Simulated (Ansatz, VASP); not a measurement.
# Mg2C in two plane-wave programs

Aim: how closely do two programs agree when they are given the same cell, functional and k mesh? The cell is generated by rule, not measured, and may not be a known phase. The cell is taken from a series of VASP runs on this material, whose earlier steps may have relaxed, scaled or displaced it; both programs get it as it stands.

Method: plane waves, with VASP 6.6.1 beside it; zone-centre phonons at PBE, in Ansatz 0.2.0.

The structure was built from a prototype and need not be the compound's stable phase.

## Step 1: The starting structure

The structure is cubic, space group Fm-3m (No. 225). The conventional cell has a = 5.187 Å, b = 5.187 Å, c = 5.187 Å, α = 90.00°, β = 90.00°, γ = 90.00°. Nearest to C lie 8 Mg at 2.25 Å. Nearest to Mg lie 4 C at 2.25 Å. Farther neighbours are not listed.

Structure file:

```cif
data_structure
_symmetry_space_group_name_H-M 'Fm-3m'
_symmetry_Int_Tables_number 225
_cell_length_a 5.1874
_cell_length_b 5.1874
_cell_length_c 5.1874
_cell_angle_alpha 90.000
_cell_angle_beta 90.000
_cell_angle_gamma 90.000
_cell_volume 139.59
loop_
_atom_site_label
_atom_site_type_symbol
_atom_site_symmetry_multiplicity
_atom_site_Wyckoff_symbol
_atom_site_fract_x
_atom_site_fract_y
_atom_site_fract_z
_atom_site_occupancy
C1 C 4 a 0.00000 0.00000 0.00000 1
Mg1 Mg 8 c 0.25000 0.75000 0.75000 1
```

## Step 2: VASP: zone-centre phonons, PBE

Second derivatives magnify differences that forces hide, and they need a tight electronic threshold.

Lines of VASP's logs that name or quote its potential files are left out, and so is its time.

File INCAR:

```
SYSTEM = Mg2C
PREC = Accurate
ENCUT = 520
EDIFF = 1E-08
NELM = 100
ISMEAR = 0
SIGMA = 0.02
LREAL = .FALSE.
ALGO = Normal
GGA = PE
NBANDS = 10
LORBIT = 11
LWAVE = .FALSE.
LCHARG = .FALSE.
KPAR = 4
IBRION = 8
LEPSILON = .TRUE.
```

File POSCAR:

```
Mg2C
1.0
    0.0000000000      2.5937200000      2.5937200000
    2.5937200000      0.0000000000      2.5937200000
    2.5937200000      2.5937200000      0.0000000000
C Mg
1 2
Direct
    0.0000000000      0.0000000000      0.0000000000
    0.2500000000      0.2500000000      0.2500000000
    0.7500000000      0.7500000000      0.7500000000
```

File KPOINTS:

```
Automatic mesh
0
Gamma
14 14 14
0 0 0
```

Potentials, in the order of the species: C and Mg (PBE family, release 64).

Launch:

```bash
mpirun -np 4 vasp_std
```

Numbers of over 12 decimals in the logs are rounded to 6 here.

What it wrote:

```text
[banner, memory and clock lines left out]
running    4 mpi-ranks, on    1 nodes
 distrk:  each k-point on    1 cores,    4 groups
 distr:  one band on    1 cores,    1 groups

 POSCAR found type information on POSCAR C Mg
 POSCAR found :  2 types and       3 ions
 LDA part: xc-table for (Slater+PW92), standard interpolation
 POSCAR, INCAR and KPOINTS ok, starting setup
 FFT: planning ... GRIDC
 FFT: planning ... GRID_SOFT
 FFT: planning ... GRID
 WAVECAR not read
 entering main loop
       N       E                     dE             d eps       ncg     rms          rms(c)
DAV:   1     0.859358416485E+01    0.85936E+01   -0.33573E+03  2088   0.672E+02
DAV:   2    -0.124416223138E+02   -0.21035E+02   -0.19485E+02  2746   0.891E+01
DAV:   3    -0.137985114498E+02   -0.13569E+01   -0.13528E+01  2484   0.218E+01
DAV:   4    -0.138076738572E+02   -0.91624E-02   -0.91614E-02  2292   0.213E+00
DAV:   5    -0.138077208342E+02   -0.46977E-04   -0.46977E-04  2338   0.154E-01    0.747E+00
DAV:   6    -0.112298104549E+02    0.25779E+01   -0.14380E+01  2336   0.159E+01    0.217E+00
DAV:   7    -0.112098666546E+02    0.19944E-01   -0.15992E-01  2168   0.285E+00    0.146E+00
DAV:   8    -0.111896345603E+02    0.20232E-01   -0.27638E-02  2170   0.156E+00    0.467E-01
DAV:   9    -0.111887702482E+02    0.86431E-03   -0.89119E-04  2318   0.184E-01    0.309E-01
DAV:  10    -0.111885216084E+02    0.24864E-03   -0.15705E-03  2214   0.215E-01    0.653E-02
DAV:  11    -0.111885034678E+02    0.18141E-04   -0.59578E-05  2194   0.449E-02    0.151E-02
DAV:  12    -0.111885034490E+02    0.18848E-07   -0.28216E-06  2236   0.119E-02    0.458E-03
DAV:  13    -0.111885035081E+02   -0.59063E-07   -0.30543E-07  2362   0.315E-03    0.776E-04
DAV:  14    -0.111885035317E+02   -0.23620E-07   -0.23637E-08  1634   0.930E-04    0.427E-04
DAV:  15    -0.111885035373E+02   -0.56492E-08   -0.63895E-09  1088   0.424E-04
   1 F= -.11188504E+02 E0= -.11188504E+02  d E =-.157116E-31
 Linear response reoptimize wavefunctions to high precision
DAV:   1    -0.111885035362E+02    0.11761E-08   -0.47185E-10  1200   0.175E-04
DAV:   2    -0.111885035361E+02    0.13699E-10   -0.38212E-11  1078   0.496E-05
 Linear response G [H, r] |phi>, progress :
  Direction:   1
       N       E                     dE             d eps       ncg     rms
RMM:   1    -0.371870522359E+02   -0.37187E+02    0.51614E+00  5187   0.423E+01
RMM:   2    -0.319673184694E+02    0.52197E+01   -0.15705E+00  3236   0.908E+00
RMM:   3    -0.319923531691E+02   -0.25035E-01    0.15211E-02  3322   0.858E-01
RMM:   4    -0.319952461917E+02   -0.28930E-02    0.14814E-03  3654   0.969E-02
RMM:   5    -0.319954027546E+02   -0.15656E-03    0.15498E-04  3575   0.146E-02
RMM:   6    -0.319954174713E+02   -0.14717E-04    0.15104E-05  3741   0.235E-03
RMM:   7    -0.319954188412E+02   -0.13699E-05    0.16108E-06  3306   0.438E-04
RMM:   8    -0.319954191881E+02   -0.34689E-06   -0.25236E-06  2930   0.942E-05
RMM:   9    -0.319954190000E+02    0.18808E-06   -0.16602E-07  2448   0.384E-05
RMM:  10    -0.319954190005E+02   -0.44663E-09   -0.29109E-07  2124   0.313E-05
RMM:  11    -0.319954190015E+02   -0.10437E-08   -0.14765E-07  1735   0.307E-05
RMM:  12    -0.319954189996E+02    0.19079E-08   -0.13608E-07  1382   0.307E-05
RMM:  13    -0.319954190012E+02   -0.16003E-08   -0.49033E-08  1025   0.307E-05
 Linear response G [H, r] |phi>, progress :
  Direction:   2
       N       E                     dE             d eps       ncg     rms
RMM:   1    -0.355207626983E+02   -0.35521E+02   -0.52184E+00  5214   0.405E+01
RMM:   2    -0.318239746839E+02    0.36968E+01   -0.13793E+00  3215   0.822E+00
RMM:   3    -0.318378393219E+02   -0.13865E-01   -0.11312E-02  3327   0.789E-01
RMM:   4    -0.318379294624E+02   -0.90140E-04   -0.17805E-04  3648   0.858E-02
RMM:   5    -0.318379314446E+02   -0.19823E-05   -0.67797E-06  3535   0.139E-02
RMM:   6    -0.318379314671E+02   -0.22466E-07   -0.39773E-08  3785   0.222E-03
RMM:   7    -0.318379314732E+02   -0.61329E-08    0.24603E-07  3245   0.444E-04
RMM:   8    -0.318379314906E+02   -0.17390E-07    0.11492E-07  2914   0.936E-05
RMM:   9    -0.318379314902E+02    0.46030E-09    0.12518E-07  2528   0.383E-05
RMM:  10    -0.318379314901E+02    0.30429E-10    0.15086E-07  2200   0.304E-05
RMM:  11    -0.318379314903E+02   -0.16901E-09    0.16961E-07  1765   0.301E-05
RMM:  12    -0.318379314902E+02    0.82345E-10    0.24161E-07  1342   0.301E-05
RMM:  13    -0.318379314904E+02   -0.12832E-09    0.21393E-07  1017   0.301E-05
 Linear response G [H, r] |phi>, progress :
  Direction:   3
       N       E                     dE             d eps       ncg     rms
RMM:   1    -0.277057978602E+02   -0.27706E+02    0.10018E+02  4921   0.422E+01
RMM:   2    -0.238200481802E+02    0.38857E+01   -0.15544E+00  3246   0.843E+00
RMM:   3    -0.238329318254E+02   -0.12884E-01   -0.13775E-02  3288   0.874E-01
RMM:   4    -0.238334240915E+02   -0.49227E-03   -0.49490E-05  3504   0.110E-01
RMM:   5    -0.238334469817E+02   -0.22890E-04    0.41594E-05  3479   0.173E-02
RMM:   6    -0.238334519371E+02   -0.49555E-05    0.20748E-06  3520   0.296E-03
RMM:   7    -0.238334521667E+02   -0.22957E-06   -0.15272E-07  3115   0.555E-04
RMM:   8    -0.238334519201E+02    0.24664E-06   -0.35683E-08  2817   0.120E-04
[...]
Linear response to external field, progress :
  Direction:   1
       N       E                     dE             d eps       ncg     rms          rms(c)
RMM:   1    -0.671590688834E+00   -0.67159E+00   -0.29705E+00 10854   0.298E+00
RMM:   2    -0.698305466868E+00   -0.26715E-01   -0.77991E-03  7701   0.506E-01    0.106E+00
RMM:   3    -0.679425525402E+00    0.18880E-01   -0.14130E-02  7678   0.621E-01    0.642E-01
RMM:   4    -0.713605572045E+00   -0.34180E-01   -0.18587E-02  7641   0.734E-01    0.115E-01
RMM:   5    -0.721775085474E+00   -0.81695E-02   -0.31463E-04  7719   0.117E-01    0.167E-02
RMM:   6    -0.722204222723E+00   -0.42914E-03   -0.29763E-06  8021   0.130E-02    0.700E-03
RMM:   7    -0.722488975488E+00   -0.28475E-03   -0.92442E-07  7845   0.736E-03    0.619E-04
RMM:   8    -0.722489610263E+00   -0.63478E-06   -0.75024E-09  8269   0.643E-04    0.163E-04
RMM:   9    -0.722491443853E+00   -0.18336E-05   -0.22331E-09  7738   0.269E-04    0.214E-05
RMM:  10    -0.722491526319E+00   -0.82466E-07    0.24131E-10  4771   0.351E-05    0.124E-05
RMM:  11    -0.722491467929E+00    0.58390E-07    0.64517E-10  2956   0.345E-05    0.138E-06
 change of polarisation eV/A/(eV/A) component  1 :     1.317     0.472     0.176
 dielectric tensor                  component  1 :     7.827     2.446     0.914
 Linear response to external field, progress :
  Direction:   2
       N       E                     dE             d eps       ncg     rms          rms(c)
RMM:   1    -0.671317366212E+00   -0.67132E+00   -0.29677E+00 10886   0.299E+00
RMM:   2    -0.698305827325E+00   -0.26988E-01   -0.77875E-03  7715   0.508E-01    0.106E+00
RMM:   3    -0.679425488419E+00    0.18880E-01   -0.14130E-02  7690   0.621E-01    0.642E-01
RMM:   4    -0.713605985358E+00   -0.34180E-01   -0.18588E-02  7656   0.735E-01    0.115E-01
RMM:   5    -0.721775597067E+00   -0.81696E-02   -0.31460E-04  7737   0.117E-01    0.167E-02
RMM:   6    -0.722203836272E+00   -0.42824E-03   -0.29694E-06  8024   0.130E-02    0.701E-03
RMM:   7    -0.722488984016E+00   -0.28515E-03   -0.92742E-07  7854   0.737E-03    0.619E-04
RMM:   8    -0.722489639146E+00   -0.65513E-06   -0.85629E-09  8277   0.642E-04    0.165E-04
RMM:   9    -0.722491464496E+00   -0.18254E-05   -0.25855E-09  7770   0.270E-04    0.215E-05
RMM:  10    -0.722491543082E+00   -0.78586E-07   -0.62487E-10  4742   0.351E-05    0.124E-05
RMM:  11    -0.722491487428E+00    0.55654E-07   -0.52435E-11  3013   0.345E-05    0.139E-06
 change of polarisation eV/A/(eV/A) component  2 :     0.440     1.317     0.098
 dielectric tensor                  component  2 :     2.279     7.827     0.509
 Linear response to external field, progress :
  Direction:   3
       N       E                     dE             d eps       ncg     rms          rms(c)
RMM:   1    -0.671342644994E+00   -0.67134E+00   -0.29680E+00 10886   0.299E+00
RMM:   2    -0.698305853750E+00   -0.26963E-01   -0.77857E-03  7715   0.508E-01    0.106E+00
RMM:   3    -0.679425479169E+00    0.18880E-01   -0.14130E-02  7689   0.621E-01    0.642E-01
RMM:   4    -0.713605986930E+00   -0.34181E-01   -0.18588E-02  7652   0.735E-01    0.115E-01
RMM:   5    -0.721775582838E+00   -0.81696E-02   -0.31460E-04  7736   0.117E-01    0.167E-02
RMM:   6    -0.722203838021E+00   -0.42826E-03   -0.29695E-06  8027   0.130E-02    0.701E-03
RMM:   7    -0.722488987670E+00   -0.28515E-03   -0.92740E-07  7856   0.737E-03    0.619E-04
RMM:   8    -0.722489637887E+00   -0.65022E-06   -0.85433E-09  8281   0.642E-04    0.165E-04
RMM:   9    -0.722491461254E+00   -0.18234E-05   -0.25292E-09  7765   0.270E-04    0.215E-05
RMM:  10    -0.722491541754E+00   -0.80499E-07   -0.34881E-10  4760   0.351E-05    0.124E-05
RMM:  11    -0.722491491700E+00    0.50054E-07   -0.14004E-10  3067   0.345E-05    0.139E-06
 change of polarisation eV/A/(eV/A) component  3 :     0.138     0.390     1.317
 dielectric tensor                  component  3 :     0.717     2.020     7.827
 Linear response DOF=           2
 Linear response progress:
  Degree of freedom:   1/  2
       N       E                     dE             d eps       ncg     rms          rms(c)
RMM:   1    -0.120588079889E+00   -0.12059E+00    0.11305E-01  9397   0.205E+00
RMM:   2    -0.121356790639E+00   -0.76871E-03   -0.13527E-03  7388   0.273E-01    0.137E-01
RMM:   3    -0.121561374552E+00   -0.20458E-03   -0.71822E-04  6967   0.151E-01    0.618E-02
RMM:   4    -0.122400313116E+00   -0.83894E-03   -0.47874E-04  7121   0.122E-01    0.167E-02
RMM:   5    -0.122350214900E+00    0.50098E-04   -0.85089E-06  7732   0.220E-02    0.184E-03
RMM:   6    -0.122354980806E+00   -0.47659E-05   -0.11456E-07  7919   0.222E-03    0.108E-03
RMM:   7    -0.122349081398E+00    0.58994E-05   -0.10759E-08  7846   0.852E-04    0.120E-04
RMM:   8    -0.122348862463E+00    0.21893E-06   -0.24209E-10  7853   0.121E-04    0.283E-05
RMM:   9    -0.122348910768E+00   -0.48305E-07    0.29138E-10  8245   0.377E-05    0.170E-06
RMM:  10    -0.122348881708E+00    0.29060E-07    0.12777E-09  7603   0.383E-06    0.762E-07
RMM:  11    -0.122348884314E+00   -0.26058E-08   -0.69097E-10  5973   0.126E-06    0.231E-07
 first order change of Fermi-energy   0.68346E-03
 force on displaced ion       1 direction 1 :  -9.585   0.000   0.000
 Born effective charge ion    1 direction 1 :  -3.105   0.000   0.000
 Linear response progress:
  Degree of freedom:   2/  2
       N       E                     dE             d eps       ncg     rms          rms(c)
RMM:   1    -0.268082353451E-02   -0.26808E-02   -0.32419E-03 17108   0.414E-01
RMM:   2    -0.249689082893E-02    0.18393E-03   -0.20521E-04 13113   0.942E-02    0.417E-02
RMM:   3    -0.248690671233E-02    0.99841E-05   -0.20965E-05 13544   0.277E-02    0.225E-02
RMM:   4    -0.251221893405E-02   -0.25312E-04   -0.14710E-05 13385   0.244E-02    0.427E-03
RMM:   5    -0.251944460765E-02   -0.72257E-05   -0.17038E-08 13462   0.630E-03    0.531E-04
RMM:   6    -0.251903476996E-02    0.40984E-06    0.12740E-08 13838   0.679E-04    0.190E-04
RMM:   7    -0.251910146964E-02   -0.66700E-07   -0.10684E-08 13857   0.323E-04    0.316E-05
RMM:   8    -0.251911529390E-02   -0.13824E-07   -0.32652E-09 13965   0.431E-05    0.399E-06
RMM:   9    -0.251911321172E-02    0.20822E-08   -0.42599E-10 14597   0.462E-06    0.132E-06
 first order change of Fermi-energy   0.13457E-04
 force on displaced ion       2 direction 1 : -10.935   0.000   0.000
 Born effective charge ion    2 direction 1 :   1.552   0.000   0.000
 Born effective charges drift removed
 Linear response finished
```

[end of part 1 of 2]

[Lines on the potential files, build, host, timing and source positions are cut from VASP's logs without a mark.]

[Logs are printed without paths, hosts, clocks, repeated set-up lines and the standing remarks that a program may print on its own settings, such as how far it seeks lower states.]

[Hosts, paths, dates, database ids (printed as entryN), source tags and the programs' standing remarks are cut or masked in the printed files.]
